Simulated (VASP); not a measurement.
The system is Ge.

```xyz
2
Lattice="0.0000 2.8389 2.8389 2.8389 0.0000 2.8389 2.8389 2.8389 0.0000" Properties=species:S:1:pos:R:3 pbc="T T T"
Ge    0.0000    0.0000    0.0000
Ge    1.4195    1.4195    1.4195
```

Base run:

| Property | Result |
| --- | --- |
| Program | VASP 6.6.1 |
| Functional | r2SCAN |
| Potentials or basis | VASP PAW PBE potentials, release 64 (Ge_d) |
| Cutoff | 450 eV |
| k mesh | 10 × 10 × 10 |
| Occupations | gaussian, width 0.02 eV |
| Spin | no spin polarisation |

Its results: pressure -0.4 GPa.

Question: The run is repeated on the same cell with these changes: functional from r2SCAN to LDA; potentials or basis from VASP PAW PBE potentials, release 64 (Ge_d) to VASP PAW LDA potentials, release 64 (Ge_d). What comes out?

Answer: Pressure -2.2 GPa.

Caveats: the PAW data sets were made with another functional, which shifts forces and pressure a little (some runs).
